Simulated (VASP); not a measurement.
An input for Quantum ESPRESSO's pw.x (written as the equivalent of a VASP run, and not itself run):

```
&CONTROL
  calculation = 'vc-relax'
  pseudo_dir = './pseudo'
  outdir = './out'
  tprnfor = .true.
  tstress = .true.
  nstep = 60
  forc_conv_thr = 0.00039
/
&SYSTEM
  ibrav = 0
  nat = 2
  ntyp = 2
  ecutwfc = 84
  occupations = 'smearing'
  smearing = 'gaussian'
  degauss = 0.003675
  input_dft = 'pz'
/
&ELECTRONS
  conv_thr = 7.3e-08
  electron_maxstep = 100
/
&IONS
/
&CELL
/
ATOMIC_SPECIES
  Ga 69.723 Ga.upf
  Sb 121.760 Sb.upf
CELL_PARAMETERS angstrom
     0.0000000    3.0500000    3.0500000
     3.0500000    0.0000000    3.0500000
     3.0500000    3.0500000    0.0000000
ATOMIC_POSITIONS crystal
  Ga   0.0000000  0.0000000  0.0000000
  Sb   0.2500000  0.2500000  0.2500000
K_POINTS automatic
  7 7 7 0 0 0
```

Problem. Translate this input to VASP (INCAR, KPOINTS, POSCAR, choice of POTCAR).

Solution. One answer among several that fit: 
KPOINTS:
```
Automatic
0
gamma
  7 7 7
```

INCAR:
```
SYSTEM = GaSb
PREC = Accurate
ENCUT = 400
EDIFF = 1E-6
NELM = 100
ALGO = Normal
LREAL = .FALSE.
LASPH = .TRUE.
ISMEAR = 0
SIGMA = 0.05
LMAXMIX = 4
LWAVE = .FALSE.
LCHARG = .FALSE.
IBRION = 2
ISIF = 3
NSW = 60
EDIFFG = -0.01
```

### POSCAR
```
GaSb
1
    0.0000000000     3.0500000000     3.0500000000
    3.0500000000     0.0000000000     3.0500000000
    3.0500000000     3.0500000000     0.0000000000
Ga Sb
1 1
Direct
  0.0000000000   0.0000000000   0.0000000000
  0.2500000000   0.2500000000   0.2500000000
```

POTCAR, in this order: Ga_d Sb (LDA.64 set). Program: vasp_std.

What does not carry over: the potentials are each code's own (VASP's PAW set, PseudoDojo norm-conserving files in pw.x), so ENCUT and ecutwfc are chosen apart and not converted; conv_thr bounds pw.x's estimated SCF error, while EDIFF bounds the energy change between steps; forc_conv_thr acts on force components and is met together with etot_conv_thr.

The compound is GaSb in the zinc blende structure. This run relaxes it. Symmetry was kept, so distortions that lower it aren't found.
